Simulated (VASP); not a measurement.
# LiY3 (I4/mmm) in VASP: notebook, part 2 of 2

VASP 6.6.1. Earlier steps stand in the parts before.

## Step 3: Single point, PBE+U

Input file INCAR:

```
SYSTEM = LiY3
ALGO = Normal ; EDIFF = 1E-6
ENCUT = 520 ; GGA = PE
ISIF = 2 ; ISMEAR = -1
LASPH = .TRUE. ; LCHARG = .FALSE.
LDAU = .TRUE. ; LDAUJ = 0 0
LDAUL = 2 -1 ; LDAUPRINT = 1
LDAUTYPE = 2 ; LDAUU = 2 0
LMAXMIX = 4 ; LREAL = .FALSE.
LWAVE = .FALSE. ; NBANDS = 26
NELM = 100 ; PREC = Accurate
SIGMA = 0.05
```

Input file KPOINTS:

```
k-points
0
G
  6 6 6
  0 0 0
```

Input file POSCAR:

```
LiY3
1.0
   -2.3671900000      2.3671900000      5.3266430000
    2.3671900000     -2.3671900000      5.3266430000
    2.3671900000      2.3671900000     -5.3266430000
Y Li
3 1
Direct
    0.5000000000      0.5000000000      0.0000000000
    0.2500000000      0.7500000000      0.5000000000
    0.7500000000      0.2500000000      0.5000000000
    0.0000000000      0.0000000000      0.0000000000
```

Potentials or basis: VASP PAW PBE potentials, release 64 (Y_sv, Li_sv).

Command:

```sh
> cat potpaw_PBE.64/Y_sv/POTCAR potpaw_PBE.64/Li_sv/POTCAR > POTCAR
> mpirun -np 1 vasp_std > vasp.out
```

OUTCAR:

```text
SYSTEM = LiY3
   EDIFF = 1E-6
   ENCUT = 520
   GGA = PE
   ISIF = 2
   ISMEAR = -1
   LASPH = .TRUE.
   LREAL = .FALSE.
   NELM = 100
   PREC = Accurate

 ion  position               nearest neighbor table
   1  0.500  0.500  0.000-   4 3.35   4 3.35   4 3.35   4 3.35   3 3.56   2 3.56   3 3.56   3 3.56
                             2 3.56   2 3.56   3 3.56   2 3.56
   2  0.250  0.750  0.500-   3 3.35   3 3.35   3 3.35   3 3.35   1 3.56   1 3.56   1 3.56   1 3.56

   3  0.750  0.250  0.500-   2 3.35   2 3.35   2 3.35   2 3.35   1 3.56   1 3.56   1 3.56   1 3.56

   4  0.000  0.000  0.000-   1 3.35   1 3.35   1 3.35   1 3.35

  LATTYP: Found a body centered tetragonal cell.
 ALAT       =     4.7343800000
 C/A-ratio  =     2.2501966467

  Lattice vectors:

 A1 = (  -2.3671900000,   2.3671900000,   5.3266430000)
 A2 = (   2.3671900000,  -2.3671900000,   5.3266430000)
 A3 = (   2.3671900000,   2.3671900000,  -5.3266430000)

Analysis of symmetry for initial positions (statically):
=====================================================================
 Subroutine PRICEL returns:
 Original cell was already a primitive cell.

 Routine SETGRP: Setting up the symmetry group for a
 body centered tetragonal supercell.

 Subroutine GETGRP returns: Found 16 space group operations
 (whereof 16 operations were pure point group operations)
 out of a pool of 16 trial point group operations.

The static configuration has the point symmetry D_4h.

Analysis of symmetry for dynamics (positions and initial velocities):
=====================================================================
 Subroutine PRICEL returns:
 Original cell was already a primitive cell.

 Routine SETGRP: Setting up the symmetry group for a
 body centered tetragonal supercell.

 Subroutine GETGRP returns: Found 16 space group operations
 (whereof 16 operations were pure point group operations)
 out of a pool of 16 trial point group operations.

The dynamic configuration has the point symmetry D_4h.

 Subroutine INISYM returns: Found 16 space group operations
 (whereof 16 operations are pure point group operations),
 and found     1 'primitive' translations

----------------------------------------------------------------------------------------

                                     Primitive cell

  volume of cell :     119.3933

  direct lattice vectors                    reciprocal lattice vectors
    -2.367190000  2.367190000  5.326643000     0.000000000  0.211220899  0.093867751
     2.367190000 -2.367190000  5.326643000     0.211220899  0.000000000  0.093867751
     2.367190000  2.367190000 -5.326643000     0.211220899  0.211220899  0.000000000

  length of vectors
     6.291287836  6.291287836  6.291287836     0.231139401  0.231139401  0.298711460

[... 89 lines left out ...]
   NFREE  =      0    steps in history (QN), initial steepest desc. (CG)
   ISIF   =      2    stress and relaxation
   ISYM   =      2    0-nonsym 1-usesym 2-fastsym
   POTIM  = 0.5000    time-step for ionic-motion
   TEBEG  =    0.0;   TEEND  =   0.0 temperature during run
   PSTRESS=    0.0 pullay stress
   NELECT =      36.0000    total number of electrons
   NUPDOWN=      -1.0000    fix difference up-down
   EMIN   =  10.00;   EMAX   =-10.00  energy-range for DOS
   EFERMI =   0.00;   METHOD = LEGACY
   ISMEAR =    -1;   SIGMA  =   0.05  broadening in eV -4-tet -1-fermi 0-gaus
   EFERMI_NEDOS =   21; number of points for ismear=-14 and -15
   IALGO  =     38    algorithm
   IMIX   =      4    mixing-type and parameters
     AMIX     =   0.40;   BMIX     =  1.00
     AMIX_MAG =   1.60;   BMIX_MAG =  1.00
  volume/ion in A,a.u.               =      29.85       201.43
  Fermi-wavevector in a.u.,A,eV,Ry     =   1.097781  2.074505 16.396697  1.205123
  Thomas-Fermi vector in A             =   2.234147
   LORBIT       =      0    0 simple, 1 ext, 2 COOP (PROOUT), +10 PAW based schemes
 LDA+U is selected, type is set to LDAUTYPE =  2
   angular momentum for each species LDAUL =     2   -1
   U (eV)           for each species LDAUU =   2.0  0.0
   J (eV)           for each species LDAUJ =   0.0  0.0
   GGA     = PE    functional components
   LHFCALC =     F    Hartree Fock is set to
   AEXX    =    0.0000 exact exchange contribution
   IVDW    =     0    specifies the selected vdW correction
   LEPSILON=     F    determine dielectric tensor
   LRPA    =     F    only Hartree local field effects (RPA)
 non-spin polarized calculation
  energy-cutoff  :      520.00
  volume of cell :      119.39
 maximum number of plane-waves:      3231
   NGX = 23   NGY = 23   NGZ = 23

atom =   1  type =  1  l = 2

 onsite density matrix

spin component  1
[... 83 lines left out ...]
  o =  0.0507  v =  1.0000  0.0000  0.0000  0.0000  0.0000  0.0000  0.0000  0.0000  0.0000  0.0000      0.0000  0.0000  0.0000  0.0000  0.0000  0.0000  0.0000  0.0000  0.0000  0.0000
  o =  0.0507  v =  0.0000  0.0000  0.0000  0.0000  0.0000  1.0000  0.0000  0.0000  0.0000  0.0000      0.0000  0.0000  0.0000  0.0000  0.0000  0.0000  0.0000  0.0000  0.0000  0.0000
  o =  0.0734  v =  0.0000  0.0000  1.0000  0.0000  0.0000  0.0000  0.0000  0.0000  0.0000  0.0000      0.0000  0.0000  0.0000  0.0000  0.0000  0.0000  0.0000  0.0000  0.0000  0.0000
  o =  0.0734  v =  0.0000  0.0000  0.0000  0.0000  0.0000  0.0000  0.0000  1.0000  0.0000  0.0000      0.0000  0.0000  0.0000  0.0000  0.0000  0.0000  0.0000  0.0000  0.0000  0.0000
  o =  0.1016  v =  0.0000 -0.2266  0.0000 -0.9740  0.0000  0.0000  0.0000  0.0000  0.0000  0.0000      0.0000  0.0000  0.0000  0.0000  0.0000  0.0000  0.0000  0.0000  0.0000  0.0000
  o =  0.1016  v =  0.0000  0.0000  0.0000  0.0000  0.0000  0.0000 -0.2266  0.0000 -0.9740  0.0000      0.0000  0.0000  0.0000  0.0000  0.0000  0.0000  0.0000  0.0000  0.0000  0.0000
  o =  0.1016  v =  0.0000  0.9740 -0.0000 -0.2266  0.0000  0.0000  0.0000  0.0000  0.0000  0.0000      0.0000  0.0000  0.0000  0.0000  0.0000  0.0000  0.0000  0.0000  0.0000  0.0000
  o =  0.1016  v =  0.0000  0.0000  0.0000  0.0000  0.0000  0.0000  0.9740 -0.0000 -0.2266  0.0000      0.0000  0.0000  0.0000  0.0000  0.0000  0.0000  0.0000  0.0000  0.0000  0.0000
  o =  0.1087  v =  0.0000  0.0000  0.0000  0.0000  0.0000  0.0000  0.0000  0.0000 -0.0000 -1.0000      0.0000  0.0000  0.0000  0.0000  0.0000  0.0000  0.0000  0.0000  0.0000  0.0000
  o =  0.1087  v =  0.0000  0.0000  0.0000 -0.0000 -1.0000  0.0000  0.0000  0.0000  0.0000  0.0000      0.0000  0.0000  0.0000  0.0000  0.0000  0.0000  0.0000  0.0000  0.0000  0.0000

 number of electron      35.9999996 magnetization

 Free energy of the ion-electron system (eV)
  ---------------------------------------------------
  ext. energy  EPLUGINS =         0.00000000
  ---------------------------------------------------
  free energy    TOTEN  =       -17.99572222 eV

  energy without entropy =      -17.94181417  energy(sigma->0) =      -17.96876820

 E-fermi :   2.8427     XC(G=0):  -9.0283

 val. band max:        2.8284494159   @ k =   0.1667   0.0000  -0.0000
 cond. band min:       2.8477565924   @ k =  -0.3333   0.3333   0.1667
 fundamental gap:      0.0193071764
 Fermi energy:         2.8426790990

 k-point     1 :       0.0000    0.0000    0.0000
  band No.  band energies     occupation
      1     -42.8862      2.00000
      2     -40.5815      2.00000
      3     -40.5004      2.00000
      4     -40.4197      2.00000
      5     -20.6997      2.00000
      6     -20.6997      2.00000
[... 685 lines left out ...]
     25       5.7374      0.00000
     26       6.6763      0.00000

 [... further k-points ...]

------------------------ aborting loop because EDIFF is reached ----------------------------------------

  FORCE on cell =-STRESS in cart. coord.  units (eV):
  Direction    XX          YY          ZZ          XY          YZ          ZX
  --------------------------------------------------------------------------------------
  -------------------------------------------------------------------------------------
  Total        2.0900083      2.0900083      2.3909439      0.0000000      0.0000000      0.0000000
  in kB       28.0465063     28.0465063     32.0848604      0.0000000      0.0000000      0.0000000
  external PRESSURE =      29.3926243 kB  Pullay stress =       0.0000000 kB

 VOLUME and BASIS-vectors are now :
 -----------------------------------------------------------------------------
  energy-cutoff  :      520.00
  volume of cell :      119.39
      direct lattice vectors                 reciprocal lattice vectors
    -2.367190000  2.367190000  5.326643000     0.000000000  0.211220899  0.093867751
     2.367190000 -2.367190000  5.326643000     0.211220899  0.000000000  0.093867751
     2.367190000  2.367190000 -5.326643000     0.211220899  0.211220899  0.000000000

 POSITION                                       TOTAL-FORCE (eV/Angst)
 -----------------------------------------------------------------------------------
      0.00000      0.00000      5.32664        -0.000000     -0.000000     -0.000000
      2.36719      0.00000      2.66332         0.000000     -0.000000     -0.000000
      0.00000      2.36719      2.66332         0.000000      0.000000      0.000000
      0.00000      0.00000      0.00000        -0.000000     -0.000000     -0.000000
 -----------------------------------------------------------------------------------
    total drift:                                0.000000     -0.000000      0.000000

  FREE ENERGIE OF THE ION-ELECTRON SYSTEM (eV)
  ---------------------------------------------------
  free  energy   TOTEN  =       -17.9957222240 eV

  energy  without entropy=      -17.9418141703  energy(sigma->0) =      -17.96876820
```

OSZICAR:

```text
N       E                     dE             d eps       ncg     rms          rms(c)
DAV:   1     0.181791856154E+03    0.18179E+03   -0.17093E+04  1560   0.131E+03
DAV:   2    -0.197260604136E-02   -0.18179E+03   -0.17684E+03  1812   0.314E+02
DAV:   3    -0.181656885826E+02   -0.18164E+02   -0.17840E+02  2878   0.547E+01
DAV:   4    -0.192454428404E+02   -0.10798E+01   -0.10755E+01  2080   0.158E+01
DAV:   5    -0.192961060667E+02   -0.50663E-01   -0.50643E-01  2494   0.291E+00    0.412E+01
DAV:   6    -0.181234495011E+02    0.11727E+01   -0.21949E+00  1642   0.577E+00    0.267E+01
DAV:   7    -0.180402897373E+02    0.83160E-01   -0.29073E+00  2476   0.686E+00    0.341E+00
DAV:   8    -0.179995182580E+02    0.40771E-01   -0.40099E-01  1958   0.270E+00    0.125E+00
DAV:   9    -0.179957486954E+02    0.37696E-02   -0.48969E-02  2444   0.114E+00    0.518E-01
DAV:  10    -0.179956864054E+02    0.62290E-04   -0.43502E-03  2310   0.369E-01    0.175E-01
DAV:  11    -0.179957178594E+02   -0.31454E-04   -0.60960E-04  2222   0.149E-01    0.276E-02
DAV:  12    -0.179957229830E+02   -0.51236E-05   -0.57684E-05  2580   0.340E-02    0.183E-02
DAV:  13    -0.179957222240E+02    0.75897E-06   -0.29330E-06  1712   0.117E-02
   1 F= -.17995722E+02 E0= -.17968768E+02  d E =-.539081E-01
```

stdout:

```text
POSCAR found type information on POSCAR Y Li
 POSCAR found :  2 types and       4 ions
 scaLAPACK will be used
 LDA part: xc-table for (Slater+PW92), standard interpolation
 POSCAR, INCAR and KPOINTS ok, starting setup
 FFT: planning ... GRIDC
 FFT: planning ... GRID_SOFT
 FFT: planning ... GRID
 WAVECAR not read
 entering main loop
```

Run time: 2 min. Hardware: 1 thread of Intel Xeon Platinum 8488C (Sapphire Rapids), shared host; peak memory 0.37 GiB.

What came out:

```yaml
Free_energy: -17.9957 eV
Band_gap_on_the_k_mesh: none (metal or under the smearing width)
```

Eigenvalues of the final occupation matrices:
```tsv
site	spin	trace	eigenvalues
site 1 d	1	0.39	0.05 0.07 0.07 0.08 0.11
site 1 d	2	0.39	0.05 0.07 0.07 0.08 0.11
site 2 d	1	0.44	0.05 0.07 0.10 0.10 0.11
site 2 d	2	0.44	0.05 0.07 0.10 0.10 0.11
site 3 d	1	0.44	0.05 0.07 0.10 0.10 0.11
site 3 d	2	0.44	0.05 0.07 0.10 0.10 0.11
```

Caveat: the cutoff is under 1.25 times the usual one of these potentials, so pressure, stress and relaxed cells hold a basis-set (Pulay) error; U without spin polarisation on a metal has little footing; the U is typed as a test and isn't derived for this compound.

## Step 4: Single point, PBE+U

Changes to INCAR since step 3:

```diff
@@ -7,3 +7,3 @@
 LDAUL = 2 -1 ; LDAUPRINT = 1
-LDAUTYPE = 2 ; LDAUU = 2 0
+LDAUTYPE = 2 ; LDAUU = 3 0
 LMAXMIX = 4 ; LREAL = .FALSE.
```

KPOINTS is that of step 3.

POSCAR is that of step 3.

Command:

```sh
> cat potpaw_PBE.64/Y_sv/POTCAR potpaw_PBE.64/Li_sv/POTCAR > POTCAR
> mpirun -np 1 vasp_std > vasp.out
```

Wall time 2.4 min (1 thread of Intel Xeon Platinum 8488C (Sapphire Rapids), shared host); peak memory 0.37 GiB.

The run converged. Its results:

- Free energy: -16.8840 eV
- Band gap on the k mesh: none (metal or under the smearing width)

Levels at points of the mesh, in eV from the Fermi level:
```csv
k point,band 16,band 17,band 18,band 19,band 20,band 21
"(0.00, 0.00, 0.00)",-1.23,0.05,0.20,0.20,0.59,0.69
"(0.50, 0.00, 0.00)",-1.13,-0.42,-0.28,0.33,0.62,1.37
"(0.50, 0.50, 0.00)",-1.46,-1.20,-0.24,0.05,0.27,0.71
"(0.50, 0.50, 0.50)",-1.72,-0.44,-0.07,-0.07,0.26,1.38
```

Eigenvalues of the final occupation matrices:
| site | spin | trace | eigenvalues |
| --- | --- | --- | --- |
| site 1 d | 1 | 0.36 | 0.05 0.07 0.07 0.07 0.11 |
| site 1 d | 2 | 0.36 | 0.05 0.07 0.07 0.07 0.11 |
| site 2 d | 1 | 0.41 | 0.04 0.07 0.10 0.10 0.11 |
| site 2 d | 2 | 0.41 | 0.04 0.07 0.10 0.10 0.11 |
| site 3 d | 1 | 0.41 | 0.04 0.07 0.10 0.10 0.11 |
| site 3 d | 2 | 0.41 | 0.04 0.07 0.10 0.10 0.11 |

Caveat: the cutoff is under 1.25 times the usual one of these potentials, so pressure, stress and relaxed cells hold a basis-set (Pulay) error; U without spin polarisation on a metal has little footing; the U is typed as a test and isn't derived for this compound.

## Step 5: Single point, PBE+U

Changes to INCAR since step 4:

```diff
@@ -7,3 +7,3 @@
 LDAUL = 2 -1 ; LDAUPRINT = 1
-LDAUTYPE = 2 ; LDAUU = 3 0
+LDAUTYPE = 2 ; LDAUU = 4 0
 LMAXMIX = 4 ; LREAL = .FALSE.
```

KPOINTS is that of step 4.

POSCAR is that of step 4.

Command:

```sh
> cat potpaw_PBE.64/Y_sv/POTCAR potpaw_PBE.64/Li_sv/POTCAR > POTCAR
> mpirun -np 1 vasp_std > vasp.out
```

Wall time 2 min (1 thread of Intel Xeon Platinum 8488C (Sapphire Rapids), shared host); peak memory 0.37 GiB.

The run converged. Its results:

* Free energy: -15.8494 eV
* Band gap on the k mesh: none (metal or under the smearing width)

Levels at points of the mesh, in eV from the Fermi level:
```csv
k point,band 16,band 17,band 18,band 19,band 20,band 21
"(0.00, 0.00, 0.00)",-1.21,0.18,0.22,0.22,0.56,0.63
"(0.50, 0.00, 0.00)",-1.19,-0.49,-0.23,0.39,0.69,1.40
"(0.50, 0.50, 0.00)",-1.50,-1.29,-0.22,-0.06,0.13,0.79
"(0.50, 0.50, 0.50)",-1.70,-0.40,0.02,0.02,0.40,1.46
```

Eigenvalues of the final occupation matrices:
```csv
site,spin,trace,eigenvalues
site 1 d,1,0.33,0.04 0.06 0.06 0.07 0.10
site 1 d,2,0.33,0.04 0.06 0.06 0.07 0.10
site 2 d,1,0.38,0.03 0.06 0.09 0.09 0.10
site 2 d,2,0.38,0.03 0.06 0.09 0.09 0.10
site 3 d,1,0.38,0.03 0.06 0.09 0.09 0.10
site 3 d,2,0.38,0.03 0.06 0.09 0.09 0.10
```

Caveat: the cutoff is under 1.25 times the usual one of these potentials, so pressure, stress and relaxed cells hold a basis-set (Pulay) error; U without spin polarisation on a metal has little footing; the U is typed as a test and isn't derived for this compound.

## Step 6: Summary

| level | U | gap on the mesh (eV) |
| --- | --- | --- |
| PBE | - | none |
| PBE+U | Y d U = 2 eV | none |
| PBE+U | Y d U = 3 eV | none |
| PBE+U | Y d U = 4 eV | none |

Alike in all rows: task single point; potentials or basis VASP PAW PBE potentials, release 64 (Y_sv, Li_sv); no spin polarisation; cell as given; k mesh 6 × 6 × 6; cutoff (eV) 520; smearing fermi-dirac 0.05 eV.

Every run on the cell as given and a fine mesh finds a metal.

Caveats: the cutoff is under 1.25 times the usual one of these potentials, so pressure, stress and relaxed cells hold a basis-set (Pulay) error; U without spin polarisation on a metal has little footing (some runs); the U is typed as a test and isn't derived for this compound (some runs).

Absolute energies hang on the potentials; compare differences alone.
